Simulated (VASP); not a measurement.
# Cu (Copper): which input changes matter

Aim: change the input of a sound run on Cu (Copper) piece by piece and see what each change does. All runs use LDA. The start is a cell from a database of measured crystal structures.

Main program and level: VASP 6.6.1; LDA; plane waves and PAW (Cu).

## Step 1: Set-up

The structure is cubic, space group Fm-3m (No. 225). The conventional cell has a = 3.615 Å, b = 3.615 Å, c = 3.615 Å, α = 90.00°, β = 90.00°, γ = 90.00°. Nearest to Cu lie 12 Cu at 2.56 Å.

Structure file:

```
Cu
1.0
     0.00000    1.80750    1.80750
     1.80750    0.00000    1.80750
     1.80750    1.80750    0.00000
Cu
1
Direct
  0.00000 0.00000 0.00000
```

## Step 2: Reference run

A single point writes out the density, ELF and the potential. LDA, the lowest rung, knows the local density alone.

Contents of INCAR:

```
SYSTEM = Cu
PREC = Accurate
ENCUT = 400
EDIFF = 1E-06
NELM = 100
ISMEAR = -1
SIGMA = 0.05
LREAL = .FALSE.
ALGO = Normal
GGA = CA
NBANDS = 11
LASPH = .TRUE.
LORBIT = 11
LWAVE = .FALSE.
LCHARG = .TRUE.
ISIF = 2
LELF = .TRUE.
LVHAR = .TRUE.
```

Contents of POSCAR:

```
Cu
1.0
    0.0000000000      1.8075000000      1.8075000000
    1.8075000000      0.0000000000      1.8075000000
    1.8075000000      1.8075000000      0.0000000000
Cu
1
Direct
    0.0000000000      0.0000000000      0.0000000000
```

Contents of KPOINTS:

```
Automatic mesh
0
Gamma
9 9 9
0 0 0
```

Potentials, in the order of the species: Cu (LDA family, release 64).

Run with:

```console
mpirun -np 2 vasp_std
```

The program printed:

```text
[banner, memory and clock lines left out]
running    2 mpi-ranks, on    1 nodes
 distrk:  each k-point on    2 cores,    1 groups
 distr:  one band on    1 cores,    2 groups

 POSCAR found type information on POSCAR Cu
 POSCAR found :  1 types and       1 ions
 LDA part: xc-table for (Slater(with rela. corr.)+CA(PZ))
 , standard interpolation
|                                                                             |
|           W    W    AA    RRRRR   N    N  II  N    N   GGGG   !!!           |
|           W    W   A  A   R    R  NN   N  II  NN   N  G    G  !!!           |
|           W    W  A    A  R    R  N N  N  II  N N  N  G       !!!           |
|           W WW W  AAAAAA  RRRRR   N  N N  II  N  N N  G  GGG   !            |
|           WW  WW  A    A  R   R   N   NN  II  N   NN  G    G                |
|           W    W  A    A  R    R  N    N  II  N    N   GGGG   !!!           |
|                                                                             |
|     The number of bands has been changed from the values supplied in        |
|     The orbitals not found in the WAVECAR file will be initialized with     |
|     random numbers, which is usually adequate. For correlated               |
|     calculations, however, you should redo the groundstate calculation.     |
|     I found NBANDS = 11. Now, NBANDS = 12.                                  |
|                                                                             |

 POSCAR, INCAR and KPOINTS ok, starting setup
 FFT: planning ... GRIDC
 FFT: planning ... GRID_SOFT
 FFT: planning ... GRID
 WAVECAR not read
 entering main loop
       N       E                     dE             d eps       ncg     rms          rms(c)
DAV:   1     0.372670632101E+02    0.37267E+02   -0.44829E+03   956   0.129E+03
DAV:   2    -0.457756236895E+01   -0.41845E+02   -0.38251E+02   868   0.187E+02
DAV:   3    -0.566606139941E+01   -0.10885E+01   -0.10839E+01   992   0.359E+01
DAV:   4    -0.567228128631E+01   -0.62199E-02   -0.62193E-02   968   0.232E+00
DAV:   5    -0.567234203877E+01   -0.60752E-04   -0.60753E-04  1024   0.241E-01    0.796E+00
DAV:   6    -0.513602338445E+01    0.53632E+00   -0.16273E+01  1000   0.768E+01    0.424E+00
DAV:   7    -0.470487332066E+01    0.43115E+00   -0.25902E+00  1016   0.309E+01    0.511E-01
DAV:   8    -0.469330203462E+01    0.11571E-01   -0.78353E-03  1024   0.172E+00    0.362E-01
DAV:   9    -0.469089154664E+01    0.24105E-02   -0.12939E-02  1036   0.194E+00    0.178E-02
DAV:  10    -0.469090006815E+01   -0.85215E-05   -0.39517E-05  1216   0.101E-01    0.431E-03
DAV:  11    -0.469090212817E+01   -0.20600E-05   -0.82696E-07   716   0.904E-03    0.449E-04
DAV:  12    -0.469090213165E+01   -0.34822E-08   -0.66541E-08   540   0.373E-03
   1 F= -.46909021E+01 E0= -.46903827E+01  d E =-.103882E-02
```

Run time: 3 s. Hardware: 2 MPI ranks of AMD EPYC 7R43, shared host; peak memory 0.15 GiB.

Lines that name or quote the potential files are left out of all logs, and their timing lines are given in words.

OUTCAR, selected parts (step 2):

```text
ion  position               nearest neighbor table
   1  0.000  0.000  0.000-

  LATTYP: Found a face centered cubic cell.
 ALAT       =     3.6150000000

 Subroutine GETGRP returns: Found 48 space group operations
 (whereof 48 operations were pure point group operations)

The static configuration has the point symmetry O_h .

 Found     35 irreducible k-points:

   k-points           NKPTS =     35   k-points in BZ     NKDIM =     35   number of bands    NBANDS=     12

   dimension x,y,z NGX =    18 NGY =   18 NGZ =   18
   dimension x,y,z NGXF=    36 NGYF=   36 NGZF=   36

   ENCUT  =  400.0 eV  29.40 Ry    5.42 a.u.   4.17  4.17  4.17*2*pi/ulx,y,z

   NELECT =      11.0000    total number of electrons

 k-points in reciprocal lattice and weights: Automatic mesh
   0.00000000  0.00000000  0.00000000       0.001
   0.11111111  0.00000000  0.00000000       0.011
   0.22222222  0.00000000  0.00000000       0.011
   0.33333333  0.00000000  0.00000000       0.011
   0.44444444  0.00000000  0.00000000       0.011
   0.11111111  0.11111111  0.00000000       0.008
   0.22222222  0.11111111  0.00000000       0.033
   0.33333333  0.11111111  0.00000000       0.033
   0.44444444  0.11111111  0.00000000       0.033
[...]
-0.33333333  0.44444444  0.11111111       0.033
  -0.33333333  0.44444444  0.22222222       0.033

 average (electrostatic) potential at core
       1 -64.5856

 E-fermi :   7.4306

 k-point     1 :       0.0000    0.0000    0.0000
  band No.  band energies     occupation
    ...
      2       4.2749      2.00000
      3       4.2749      2.00000
      4       4.2749      2.00000
      5       5.1123      2.00000
      6       5.1123      2.00000
      7      30.0253      0.00000
      8      32.4809      0.00000
      9      32.4809      0.00000
     10      32.4809      0.00000
     11      35.0232      0.00000
    ...

 k-point     2 :       0.1111    0.0000    0.0000
  band No.  band energies     occupation
    ...
      2       4.1854      2.00000
      3       4.3518      2.00000
      4       4.3518      2.00000
      5       5.0853      2.00000
      6       5.0853      2.00000
      7      26.8513      0.00000
      8      30.6700      0.00000
      9      31.4545      0.00000
     10      31.4545      0.00000
     11      36.6441      0.00000
    ...

 k-point     3 :       0.2222    0.0000    0.0000
  band No.  band energies     occupation
    ...
      2       4.0338      2.00000
      3       4.4410      2.00000
      4       4.4410      2.00000
      5       5.1397      2.00000
      6       5.1397      2.00000
      7      21.1348      0.00000
      8      30.1151      0.00000
      9      30.2811      0.00000
     10      30.2811      0.00000
     11      36.4467      0.00000
    ...

  Total       -0.9178857     -0.9178857     -0.9178857     -0.0000000     -0.0000000     -0.0000000
  in kB     -124.5186063   -124.5186063   -124.5186063     -0.0000000     -0.0000000     -0.0000000
  external PRESSURE =    -124.5186063 kB  Pullay stress =       0.0000000 kB

  energy-cutoff  :      400.00
  volume of cell :       11.81
      direct lattice vectors                 reciprocal lattice vectors
     0.000000000  1.807500000  1.807500000    -0.276625173  0.276625173  0.276625173
     1.807500000  0.000000000  1.807500000     0.276625173 -0.276625173  0.276625173
     1.807500000  1.807500000  0.000000000     0.276625173  0.276625173 -0.276625173

 POSITION                                       TOTAL-FORCE (eV/Angst)
 -----------------------------------------------------------------------------------
      0.00000      0.00000      0.00000         0.000000      0.000000      0.000000
 -----------------------------------------------------------------------------------
    total drift:                                0.000000     -0.000000      0.000000

  FREE ENERGIE OF THE ION-ELECTRON SYSTEM (eV)
  ---------------------------------------------------
  free  energy   TOTEN  =        -4.6909021316 eV

  energy  without entropy=       -4.6898633077  energy(sigma->0) =       -4.69038272

 total charge
# of ion       s       p       d       tot
------------------------------------------
    1        0.454   0.381   9.178  10.013

[... 3 further parts left out ...]
```

This run has no spin polarisation. Its electron count is odd, so without a moment it is a metal by construction. The k-mesh is coarse for a metal. At this level the cell is under a tension of 12.5 GPa, so at these settings it is away from equilibrium.

Numbers from this step:

| Item | Value |
| --- | --- |
| SCF cycles | 12 |
| electrons | 11 |
| bands | 12 |
| irreducible k-points | 35 |
| symmetry operations | 48 |
| free energy (TOTEN) | -4.691 eV |
| energy at zero smearing | -4.690 eV |
| Fermi energy | 7.431 eV |
| pressure | -12.45 GPa |
| metallic, judged on the points sampled | yes |

Valence density in the ac plane of the conventional cell at fractional y = 0.000, with atoms of Cu within 0.2 Å of it. It is the smooth field of the valence electrons, not physical close to the nuclei.

Ten even steps from '0' (0 e/Å³) to '9' (16 e/Å³), each cell a mean:
```
85100000000036
32000000000012
00000000000000
00000000000000
00000133200000
00000368510000
00000389620000
00000245310000
00000011100000
00000000000000
11000000000001
64100000000024
96200000000038
```
Columns run along a (3.6 Å), rows up along c (3.6 Å), edges of the conventional cell, whose origin can differ from the input's. Atoms in or near the plane, at fractional coordinates: Cu at (0.00, 0.00), Cu at (0.50, 0.50).

ELF in the ac plane of the conventional cell at fractional y = 0.000, with atoms of Cu within 0.2 Å of it. It is the smooth field of the valence electrons, not physical close to the nuclei.

Ten even steps from '0' (0.01) to '9' (0.23), each cell a mean:
```
00478999998720
23789999999853
77899888899987
88999876789998
99988522368999
99987200047899
99886100037899
99987410158899
88998754688998
88899888889988
45789988999875
01588999998731
00378999988610
```
Columns run along a (3.6 Å), rows up along c (3.6 Å), edges of the conventional cell, whose origin can differ from the input's. Atoms in or near the plane, at fractional coordinates: Cu at (0.00, 0.00), Cu at (0.50, 0.50).

Electrostatic potential energy in the ac plane of the conventional cell at fractional y = 0.000, with atoms of Cu within 0.2 Å of it. With pseudopotentials it is smooth inside the atoms' cores, unlike the true potential.

Ten even steps from '0' (-51 eV) to '9' (3 eV), each cell a mean:
```
00369999998520
23589999999742
56899998999876
99998755679999
99997421257999
99985200036999
99985100026999
99986310147999
99998543468999
78899877899987
34689999999853
01479999998621
00269999998510
```
Columns run along a (3.6 Å; values clipped at the 3rd and 97th percentile), rows up along c (3.6 Å), edges of the conventional cell, whose origin can differ from the input's. Atoms in or near the plane, at fractional coordinates: Cu at (0.00, 0.00), Cu at (0.50, 0.50).

The pressure is -12.45 GPa and the largest force 0.000 eV/Å, so the cell is not at a minimum at these settings.

## Step 3: A single point (LDA) with a changed input

A single point gives energy, forces and stress at these settings. Some settings are moved from the usual, to see what they do.

Contents of INCAR:

```
SYSTEM = Cu
PREC = Accurate
ENCUT = 400
EDIFF = 1E-05
NELM = 100
ISMEAR = -1
SIGMA = 0.05
LREAL = .FALSE.
ALGO = Normal
GGA = CA
NBANDS = 11
LASPH = .TRUE.
LORBIT = 11
LWAVE = .FALSE.
LCHARG = .FALSE.
KPAR = 2
ISIF = 2
KSPACING = 0.5
```

POSCAR is that of step 2.

Run with:

```console
mpirun -np 2 vasp_std
```

The program printed:

```text
[banner, memory and clock lines left out]
running    2 mpi-ranks, on    1 nodes
 distrk:  each k-point on    1 cores,    2 groups
 distr:  one band on    1 cores,    1 groups

 POSCAR found type information on POSCAR Cu
 POSCAR found :  1 types and       1 ions
 LDA part: xc-table for (Slater(with rela. corr.)+CA(PZ))
 , standard interpolation
 INCAR ok, starting setup
 POSCAR ok, starting setup
 FFT: planning ... GRIDC
 FFT: planning ... GRID_SOFT
 FFT: planning ... GRID
 WAVECAR not read
 entering main loop
       N       E                     dE             d eps       ncg     rms          rms(c)
DAV:   1     0.342329093098E+02    0.34233E+02   -0.46611E+03   491   0.141E+03
DAV:   2    -0.461291380699E+01   -0.38846E+02   -0.35811E+02   449   0.182E+02
DAV:   3    -0.568641447174E+01   -0.10735E+01   -0.10659E+01   492   0.397E+01
DAV:   4    -0.569232587546E+01   -0.59114E-02   -0.59107E-02   506   0.242E+00
DAV:   5    -0.569237668838E+01   -0.50813E-04   -0.50813E-04   525   0.240E-01    0.794E+00
DAV:   6    -0.516278222553E+01    0.52959E+00   -0.16950E+01   506   0.834E+01    0.424E+00
DAV:   7    -0.473196356479E+01    0.43082E+00   -0.26933E+00   503   0.336E+01    0.496E-01
DAV:   8    -0.472086210219E+01    0.11101E-01   -0.96831E-03   514   0.203E+00    0.374E-01
DAV:   9    -0.471829599822E+01    0.25661E-02   -0.14633E-02   509   0.221E+00    0.204E-02
DAV:  10    -0.471830389192E+01   -0.78937E-05   -0.49501E-05   573   0.120E-01
   1 F= -.47183039E+01 E0= -.47177072E+01  d E =-.119348E-02
```

The job ended after 1.6 s (2 MPI ranks; peak memory 0.15 GiB).

Parts of OUTCAR (step 3):

```text
The static configuration has the point symmetry O_h .

 Found     20 irreducible k-points:

   k-points           NKPTS =     20   k-points in BZ     NKDIM =     20   number of bands    NBANDS=     11

   NELECT =      11.0000    total number of electrons

 E-fermi :   7.5351

 k-point     1 :       0.0000    0.0000    0.0000
  band No.  band energies     occupation
    ...
      2       4.2862      2.00000
      3       4.2862      2.00000
      4       4.2862      2.00000
      5       5.1240      2.00000
      6       5.1240      2.00000
      7      30.0250      0.00000
      8      32.4812      0.00000
      9      32.4812      0.00000
     10      32.4812      0.00000
     11      35.0253      0.00000

 k-point     2 :       0.1429    0.0000    0.0000
  band No.  band energies     occupation
    ...
      2       4.1485      2.00000
      3       4.4008      2.00000
      4       4.4008      2.00000
      5       5.0923      2.00000
      6       5.0923      2.00000
      7      25.2072      0.00000
      8      30.5438      0.00000
      9      31.0795      0.00000
     10      31.0795      0.00000
     11      36.9896      0.00000

  Total       -0.9627878     -0.9627878     -0.9627878      0.0000000     -0.0000000      0.0000000
  in kB     -130.6099483   -130.6099483   -130.6099483      0.0000000     -0.0000000      0.0000000
  external PRESSURE =    -130.6099483 kB  Pullay stress =       0.0000000 kB

  FREE ENERGIE OF THE ION-ELECTRON SYSTEM (eV)
  ---------------------------------------------------
  free  energy   TOTEN  =        -4.7183038919 eV

  energy  without entropy=       -4.7171104148  energy(sigma->0) =       -4.71770715

 total charge
# of ion       s       p       d       tot
------------------------------------------
    1        0.454   0.380   9.180  10.014

[... 7 parts as in an earlier step ...]

[... 6 further parts left out ...]
```

The run converged; its settings lie outside those of the reference runs, so its numbers are set aside.

Against the sound run on this cell (reference run) the energy at zero smearing moves by -27.3 meV an atom and the pressure by -0.61 GPa.

Settings moved from the usual: KSPACING = 0.5 and EDIFF = 1e-05.

The mesh holds 20 irreducible points against 35.

## Step 4: A single point (LDA) with a changed input, try 2

This run is made with a changed input; what comes of it follows.

INCAR: that of step 3 with these lines changed.

```diff
@@ -3,4 +3,4 @@
 ENCUT = 400
-EDIFF = 1E-05
-NELM = 100
+EDIFF = 1E-06
+NELM = 81
 ISMEAR = -1
@@ -17,2 +17,2 @@
 ISIF = 2
-KSPACING = 0.5
+IVDW = 99
```

POSCAR is that of step 3.

KPOINTS is that of step 2.

Run with:

```console
mpirun -np 2 vasp_std
```

The program printed:

```text
[banner, memory and clock lines left out]
running    2 mpi-ranks, on    1 nodes
 distrk:  each k-point on    1 cores,    2 groups
 distr:  one band on    1 cores,    1 groups

 POSCAR found type information on POSCAR Cu
 POSCAR found :  1 types and       1 ions
 LDA part: xc-table for (Slater(with rela. corr.)+CA(PZ))
 , standard interpolation
 POSCAR, INCAR and KPOINTS ok, starting setup
 FFT: planning ... GRIDC
 FFT: planning ... GRID_SOFT
 FFT: planning ... GRID
 WAVECAR not read
 entering main loop
       N       E                     dE             d eps       ncg     rms          rms(c)
DAV:   1     0.330673274664E+02    0.33067E+02   -0.47109E+03   837   0.138E+03
DAV:   2    -0.490205003102E+01   -0.37969E+02   -0.35021E+02   791   0.179E+02
DAV:   3    -0.566712736227E+01   -0.76508E+00   -0.76334E+00   848   0.319E+01
DAV:   4    -0.567228592875E+01   -0.51586E-02   -0.51580E-02   870   0.227E+00
DAV:   5    -0.567234195556E+01   -0.56027E-04   -0.56026E-04   867   0.240E-01    0.796E+00
DAV:   6    -0.513489212842E+01    0.53745E+00   -0.17061E+01   893   0.838E+01    0.424E+00
DAV:   7    -0.470482495190E+01    0.43007E+00   -0.27199E+00   890   0.336E+01    0.508E-01
DAV:   8    -0.469334351284E+01    0.11481E-01   -0.87528E-03   930   0.190E+00    0.365E-01
DAV:   9    -0.469089114106E+01    0.24524E-02   -0.13684E-02   905   0.214E+00    0.182E-02
DAV:  10    -0.469090007297E+01   -0.89319E-05   -0.43903E-05  1102   0.113E-01    0.443E-03
DAV:  11    -0.469090212835E+01   -0.20554E-05   -0.98230E-07   566   0.104E-02    0.571E-04
DAV:  12    -0.469090213156E+01   -0.32057E-08   -0.72225E-08   436   0.448E-03
   1 F= -.46909021E+01 E0= -.46903827E+01  d E =-.103882E-02
```

The job ended after 2.4 s (2 MPI ranks; peak memory 0.15 GiB).

OUTCAR, selected parts (step 4):

```text
The static configuration has the point symmetry O_h .

 Found     35 irreducible k-points:

   k-points           NKPTS =     35   k-points in BZ     NKDIM =     35   number of bands    NBANDS=     11

   NELECT =      11.0000    total number of electrons

 E-fermi :   7.4306

 k-point     1 :       0.0000    0.0000    0.0000
  band No.  band energies     occupation
    ...
      2       4.2749      2.00000
      3       4.2749      2.00000
      4       4.2749      2.00000
      5       5.1123      2.00000
      6       5.1123      2.00000
      7      30.0253      0.00000
      8      32.4809      0.00000
      9      32.4809      0.00000
     10      32.4809      0.00000
     11      35.0232      0.00000

 k-point     2 :       0.1111    0.0000    0.0000
  band No.  band energies     occupation
    ...
      2       4.1854      2.00000
      3       4.3518      2.00000
      4       4.3518      2.00000
      5       5.0853      2.00000
      6       5.0853      2.00000
      7      26.8513      0.00000
      8      30.6700      0.00000
      9      31.4545      0.00000
     10      31.4545      0.00000
     11      36.6442      0.00000

  Total       -0.9180496     -0.9180496     -0.9180496     -0.0000000      0.0000000     -0.0000000
  in kB     -124.5408479   -124.5408479   -124.5408479     -0.0000000      0.0000000     -0.0000000
  external PRESSURE =    -124.5408479 kB  Pullay stress =       0.0000000 kB

 POSITION                                       TOTAL-FORCE (eV/Angst)
 -----------------------------------------------------------------------------------
      0.00000      0.00000      0.00000        -0.000000     -0.000000      0.000000
 -----------------------------------------------------------------------------------
    total drift:                               -0.000000     -0.000000      0.000000

  energy  without entropy=       -4.6898633085  energy(sigma->0) =       -4.69038272

[... 10 parts as in an earlier step ...]

[... 4 further parts left out ...]
```

The run converged, and its energy and pressure stay near those of the sound run.

Energy and pressure equal those of the sound run on this cell, within 0.05 meV an atom and 0.01 GPa.

Settings moved from the usual: NELM = 81 and IVDW = 99.

## Step 5: Self-consistent run (LDA) with a changed input

A single point gives energy, forces and stress at these settings. Some settings are moved from the usual, to see what they do.

INCAR: that of step 4 with these lines changed.

```diff
@@ -4,3 +4,3 @@
 EDIFF = 1E-06
-NELM = 81
+NELM = 100
 ISMEAR = -1
@@ -17,2 +17 @@
 ISIF = 2
-IVDW = 99
```

POSCAR is that of step 4.

Contents of KPOINTS:

```
Automatic mesh
0
Monkhorst-Pack
9 9 9
0 0 0
```

Run with:

```console
mpirun -np 2 vasp_std
```

The program printed:

```text
[... set-up lines as in an earlier step ...]
 entering main loop
       N       E                     dE             d eps       ncg     rms          rms(c)
[... 12 cycles as in an earlier step ...]
   1 F= -.46909021E+01 E0= -.46903827E+01  d E =-.103882E-02
```

Wall time 2.4 s (2 MPI ranks); peak memory 0.15 GiB.

From OUTCAR (step 5):

```text
   NELECT =      11.0000    total number of electrons

 E-fermi :   7.4306

[... 20 parts as in an earlier step ...]

[... 2 further parts left out ...]
```

Numbers from this step:

| Property | Result |
| --- | --- |
| bands | 11 |

Energy and pressure equal those of the reference run, within 0.01 meV an atom and 0.01 GPa.

The run ends at a pressure of -12.45 GPa.

(Part 1 of 3 ends here.)

[Lines on the potential files, build, host, timing and source positions are cut from VASP's logs without a mark.]

[Logs are printed without paths, hosts, clocks, repeated set-up lines and the standing remarks that a program may print on its own settings, such as how far it seeks lower states.]

[Hosts, paths, dates, database ids (printed as entryN), source tags and the programs' standing remarks are cut or masked in the printed files.]

[A measured line is paired with the nearest computed mode of its activity, which favours agreement.]

[In band tables of VASP the shares of atoms and orbitals are scaled to a sum of 1 inside the atoms' spheres.]
